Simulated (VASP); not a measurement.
Calculation: PBE GGA, VASP's PBE PAW potentials (set 64) (plane waves; VASP).

A VASP calculation is set up with these files.

File POSCAR:
```
NbP
1
    3.4409465119     0.0000000000     0.0000000000
   -1.7204732560     2.9799471753     0.0000000000
    0.0000000000     0.0000000000     7.6556521249
Nb P
2 2
Direct
  0.3333330000   0.6666670000   0.0298602124
  0.6666670000   0.3333330000   0.5298602124
  0.3333330000   0.6666670000   0.3451397876
  0.6666670000   0.3333330000   0.8451397876
```

### KPOINTS
```
k-points along high-symmetry lines
10
Line-mode
Reciprocal
  0.000000   0.000000   0.000000 ! GAMMA
  0.500000   0.000000   0.000000 ! M

  0.500000   0.000000   0.000000 ! M
  0.333333   0.333333   0.000000 ! K

  0.333333   0.333333   0.000000 ! K
  0.000000   0.000000   0.000000 ! GAMMA

  0.000000   0.000000   0.000000 ! GAMMA
  0.000000   0.000000   0.500000 ! A

  0.000000   0.000000   0.500000 ! A
  0.500000   0.000000   0.500000 ! L

  0.500000   0.000000   0.500000 ! L
  0.333333   0.333333   0.500000 ! H

  0.333333   0.333333   0.500000 ! H
  0.000000   0.000000   0.500000 ! A

  0.500000   0.000000   0.500000 ! L
  0.500000   0.000000   0.000000 ! M

  0.333333   0.333333   0.500000 ! H
  0.333333   0.333333   0.000000 ! K
```

**INCAR**
```
SYSTEM = NbP
PREC = Accurate
ENCUT = 400
EDIFF = 1E-7
NELM = 100
ALGO = Normal
LREAL = .FALSE.
LASPH = .TRUE.
ISMEAR = 0
SIGMA = 0.05
GGA = PE
LMAXMIX = 4
LWAVE = .FALSE.
LCHARG = .FALSE.
LORBIT = 11
ICHARG = 11
```

POTCAR, in this order: Nb_sv P (PBE.64 set). Program: vasp_std. Read from the step before: CHGCAR.

The run wrote:

### OUTCAR
```
 ion  position               nearest neighbor table
   1  0.333  0.667  0.030-   3 2.41   4 2.44   4 2.44   4 2.44
   2  0.667  0.333  0.530-   4 2.41   3 2.44   3 2.44   3 2.44
   3  0.333  0.667  0.345-   1 2.41   2 2.44   2 2.44   2 2.44
   4  0.667  0.333  0.845-   2 2.41   1 2.44   1 2.44   1 2.44
  LATTYP: Found a hexagonal cell.
 ALAT       =     3.4409465119
 C/A-ratio  =     2.2248680991
 Subroutine PRICEL returns:
 Original cell was already a primitive cell.
 Subroutine GETGRP returns: Found 12 space group operations
The static configuration has the point symmetry C_3v.
 The point group associated with its full space group is C_6v.
The dynamic configuration has the point symmetry C_3v.
 Subroutine INISYM returns: Found 12 space group operations
   k-points           NKPTS =     90   k-points in BZ     NKDIM =     90   number of bands    NBANDS=     22
   number of dos      NEDOS =    301   number of ions     NIONS =      4
   total plane-waves  NPLWV =  28800
   dimension x,y,z NGX =    24 NGY =   24 NGZ =   50
   dimension x,y,z NGXF=    48 NGYF=   48 NGZF=  100
   ions per type =               2   2
   PREC   = accura    normal or accurate (medium, high low for compatibility)
   ISTART =      0    job   : 0-new  1-cont  2-samecut
   ICHARG =     11    charge: 1-file 2-atom 10-const
   ISPIN  =      1    spin polarized calculation?
...
```

### OSZICAR
```
       N       E                     dE             d eps       ncg     rms          rms(c)
DAV:   1     0.297469513244E+03    0.29747E+03   -0.17428E+04  4160   0.131E+03
DAV:   2    -0.458195646030E+01   -0.30205E+03   -0.29635E+03  5054   0.479E+02
DAV:   3    -0.297106032706E+02   -0.25129E+02   -0.24720E+02  7306   0.979E+01
DAV:   4    -0.313784854800E+02   -0.16679E+01   -0.16513E+01  5906   0.234E+01
DAV:   5    -0.314683441172E+02   -0.89859E-01   -0.88855E-01  6270   0.509E+00
DAV:   6    -0.314727189149E+02   -0.43748E-02   -0.43583E-02  5830   0.102E+00
DAV:   7    -0.314730235115E+02   -0.30460E-03   -0.30446E-03  6506   0.211E-01
DAV:   8    -0.314730450732E+02   -0.21562E-04   -0.21558E-04  6018   0.426E-02
DAV:   9    -0.314730468896E+02   -0.18165E-05   -0.18166E-05  5056   0.101E-02
DAV:  10    -0.314730470834E+02   -0.19376E-06   -0.19383E-06  3648   0.271E-03
DAV:  11    -0.314730471067E+02   -0.23278E-07   -0.23160E-07  3480   0.107E-03
   1 F= -.31473047E+02 E0= -.31469270E+02  d E =-.755362E-02
```

File OUTCAR:
```
 val. band max:        8.1706986299   @ k =   0.3333   0.3333   0.3889

 cond. band min:       8.2162455973   @ k =   0.2593   0.2593   0.5000



 k-point     1 :       0.0000    0.0000    0.0000
  band No.  band energies     occupation
      1     -47.0066      2.00000
      2     -47.0047      2.00000
      3     -23.2001      2.00000
      4     -23.1421      2.00000
      5     -22.9814      2.00000
      6     -22.9814      2.00000
      7     -22.9788      2.00000
      8     -22.9788      2.00000
      9      -3.6820      2.00000
     10      -2.5919      2.00000
     11       2.6984      2.00000
     12       3.7065      2.00000
     13       5.8170      2.00000
     14       5.8170      2.00000
     15       6.2760      2.00000
     16       6.2760      2.00000
     17       7.2916      2.00000
     18       8.2248      0.53330
     19       8.2248      0.53313
     20       8.8909      0.00000
     21       8.8909      0.00000
     22       9.1948      0.00000

 k-point     2 :       0.0556    0.0000    0.0000
  band No.  band energies     occupation
      1     -47.0058      2.00000
      2     -47.0041      2.00000
      3     -23.1985      2.00000
      4     -23.1412      2.00000
      5     -22.9892      2.00000
      6     -22.9866      2.00000
      7     -22.9833      2.00000
      8     -22.9806      2.00000
      9      -3.6427      2.00000
     10      -2.5677      2.00000
     11       2.7539      2.00000
     12       3.7373      2.00000
     13       5.6956      2.00000
     14       5.8201      2.00000
     15       6.1814      2.00000
     16       6.3000      2.00000
     17       7.2714      2.00000
     18       8.1095      1.99166
     19       8.2225      0.57709
     20       8.8706      0.00000
     21       8.8990      0.00000
     22       9.3497      0.00000

 k-point     3 :       0.1111    0.0000    0.0000
  band No.  band energies     occupation
      1     -47.0038      2.00000
      2     -47.0021      2.00000
...
```

The density is held fixed in this step, so its total energy and stress have no physical meaning.

The structure was generated: NbP was put into the wurtzite type (P6_3mc), which need not be its known phase. It was relaxed first, which changed the volume by -36 %.
